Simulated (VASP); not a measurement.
Consider the following.

```yaml
crystal:
  lattice:
    - [2.86812, 0.00000, 0.00000]
    - [0.00000, 2.86812, 0.00000]
    - [0.00000, 0.00000, 3.76407]
  atoms:
    - { symbol: Cu, position: [0.00000, 0.00000, 0.00000] }
    - { symbol: Au, position: [0.50000, 0.50000, 0.50000] }
```

All values below come from RPBE GGA, VASP's PBE PAW potentials (set 64) (plane waves; VASP). Numerical set-up: 520 eV cut-off, Gaussian smearing of 0.050 eV, potentials Cu Au.

Problem. Give the energies of bands 1 to 14 at the high-symmetry points, in eV from the Fermi level.

Solution. 
| band | Γ | X | M | Z | R | A |
|---|---|---|---|---|---|---|
| 1 | -9.25 | -6.33 | -6.68 | -7.49 | -6.54 | -6.21 |
| 2 | -6.22 | -5.26 | -5.49 | -6.00 | -6.26 | -5.43 |
| 3 | -6.07 | -5.08 | -5.49 | -5.54 | -4.30 | -5.43 |
| 4 | -3.91 | -4.20 | -5.28 | -3.63 | -3.92 | -3.27 |
| 5 | -3.91 | -3.96 | -1.79 | -3.63 | -3.92 | -3.17 |
| 6 | -2.96 | -3.25 | -1.76 | -3.62 | -2.55 | -2.97 |
| 7 | -2.68 | -2.84 | -1.66 | -3.00 | -1.89 | -2.97 |
| 8 | -2.08 | -2.77 | -1.60 | -2.77 | -1.68 | -2.04 |
| 9 | -1.68 | -2.28 | -1.40 | -2.22 | -1.59 | -1.78 |
| 10 | -1.49 | -2.08 | -1.40 | -2.20 | -1.57 | -1.59 |
| 11 | -1.49 | -0.86 | 0.77 | -2.20 | -0.86 | 5.14 |
| 12 | 2.12 | -0.34 | 0.77 | -1.90 | -0.85 | 5.28 |
| 13 | 7.42 | 9.09 | 4.67 | 14.02 | 2.32 | 5.28 |
| 14 | 9.76 | 9.09 | 6.37 | 14.07 | 4.00 | 5.62 |

It has no gap at this level: it comes out as a metal or semimetal.

The compound is CuAu in the L1_0 structure. It was relaxed first, which changed the volume by +8 %.
